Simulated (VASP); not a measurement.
Method: PBE GGA, VASP's PBE PAW potentials (set 64) (plane waves; VASP).

Input for VASP

**POSCAR**
```
Ga31Sb32
1
   12.4495035576    -0.0000000000    -0.0000000000
   -0.0000000000    12.4495035576     0.0000000000
    0.0000000000     0.0000000000    12.4495035576
Ga Sb
31 32
Direct
  0.5000000000   0.0000000000   0.0000000000
  0.7500000000   0.2500000000   0.0000000000
  0.7500000000   0.0000000000   0.2500000000
  0.0000000000   0.0000000000   0.0000000000
  0.2500000000   0.2500000000   0.0000000000
  0.5000000000   0.5000000000   0.0000000000
  0.7500000000   0.7500000000   0.0000000000
  0.2500000000   0.0000000000   0.2500000000
  0.5000000000   0.2500000000   0.2500000000
  0.7500000000   0.5000000000   0.2500000000
  0.5000000000   0.0000000000   0.5000000000
  0.7500000000   0.2500000000   0.5000000000
  0.7500000000   0.0000000000   0.7500000000
  0.0000000000   0.5000000000   0.0000000000
  0.2500000000   0.7500000000   0.0000000000
  0.0000000000   0.2500000000   0.2500000000
  0.2500000000   0.5000000000   0.2500000000
  0.5000000000   0.7500000000   0.2500000000
  0.0000000000   0.0000000000   0.5000000000
  0.2500000000   0.2500000000   0.5000000000
  0.7500000000   0.7500000000   0.5000000000
  0.2500000000   0.0000000000   0.7500000000
  0.5000000000   0.2500000000   0.7500000000
  0.7500000000   0.5000000000   0.7500000000
  0.0000000000   0.7500000000   0.2500000000
  0.0000000000   0.5000000000   0.5000000000
  0.2500000000   0.7500000000   0.5000000000
  0.0000000000   0.2500000000   0.7500000000
  0.2500000000   0.5000000000   0.7500000000
  0.5000000000   0.7500000000   0.7500000000
  0.0000000000   0.7500000000   0.7500000000
  0.6250000000   0.1250000000   0.1250000000
  0.8750000000   0.3750000000   0.1250000000
  0.8750000000   0.1250000000   0.3750000000
  0.1250000000   0.1250000000   0.1250000000
  0.3750000000   0.3750000000   0.1250000000
  0.6250000000   0.6250000000   0.1250000000
  0.8750000000   0.8750000000   0.1250000000
  0.3750000000   0.1250000000   0.3750000000
  0.6253820000   0.3788300000   0.3782570000
  0.8750000000   0.6250000000   0.3750000000
  0.6250000000   0.1250000000   0.6250000000
  0.8750000000   0.3750000000   0.6250000000
  0.8750000000   0.1250000000   0.8750000000
  0.1250000000   0.6250000000   0.1250000000
  0.3750000000   0.8750000000   0.1250000000
  0.1250000000   0.3750000000   0.3750000000
  0.3758670000   0.6265640000   0.3753310000
  0.6250000000   0.8750000000   0.3750000000
  0.1250000000   0.1250000000   0.6250000000
  0.3759950000   0.3788390000   0.6263570000
  0.6245640000   0.6227410000   0.6281610000
  0.8750000000   0.8750000000   0.6250000000
  0.3750000000   0.1250000000   0.8750000000
  0.6250000000   0.3750000000   0.8750000000
  0.8750000000   0.6250000000   0.8750000000
  0.1250000000   0.8750000000   0.3750000000
  0.1250000000   0.6250000000   0.6250000000
  0.3750000000   0.8750000000   0.6250000000
  0.1250000000   0.3750000000   0.8750000000
  0.3750000000   0.6250000000   0.8750000000
  0.6250000000   0.8750000000   0.8750000000
  0.1250000000   0.8750000000   0.8750000000
```

### INCAR
```
# general
SYSTEM  = Ga31Sb32
PREC    = Normal
ENCUT   = 400
LREAL   = Auto   # projection in real space or not
LASPH   = .TRUE.   # aspherical one-centre terms
ISYM    = 0
NELECT  = 254.0

# electronic loop
EDIFF   = 1E-5   # SCF stop (eV)
NELM    = 100   # most electronic steps
NELMIN  = 4
ALGO    = Fast   # Davidson, then RMM-DIIS
LMAXMIX = 4

# smearing
ISMEAR  = 0
SIGMA   = 0.05   # width (eV)

# functional
GGA     = PE

# ions
IBRION  = 2
NSW     = 60
ISIF    = 2
EDIFFG  = -0.03   # ionic stop

# output
LWAVE   = .FALSE.
LCHARG  = .FALSE.
```

### KPOINTS
```
Automatic mesh
0
Gamma
1 1 1
0 0 0
```

POTCAR, in this order: Ga Sb (PBE.64 set). Program: vasp_gam.

The cell is charged, with a uniform compensating background. The supercell is sampled at Γ alone, which is coarse: total energies, pressure and levels can be off, energies of defects by several tenths of an eV.

Problem. Predict the energy per atom (σ→0).

Solution. 
```
Item                            Value
---------------------  --------------
energy per atom (σ→0)  -3.524 eV/atom
```

OSZICAR:
```
...
  14 F= -.22206108E+03 E0= -.22202258E+03  d E =-.284143E-02
       N       E                     dE             d eps       ncg     rms          rms(c)
DAV:   1    -0.222061742562E+03   -0.65986E-03   -0.13786E-01   318   0.707E-01    0.110E-01
RMM:   2    -0.222062367094E+03   -0.62453E-03   -0.74371E-03   318   0.146E-01    0.383E-02
RMM:   3    -0.222062496475E+03   -0.12938E-03   -0.12740E-03   335   0.616E-02    0.198E-02
RMM:   4    -0.222062512780E+03   -0.16305E-04   -0.21495E-04   340   0.263E-02    0.150E-02
RMM:   5    -0.222062513213E+03   -0.43363E-06   -0.29415E-05   211   0.115E-02
  15 F= -.22206251E+03 E0= -.22202398E+03  d E =-.142870E-02
```

The cell is a supercell with a defect, built from GaSb (zinc blende): vac_Ga, charge -1. The run is not spin-polarised, so no state with unpaired spins was tried.
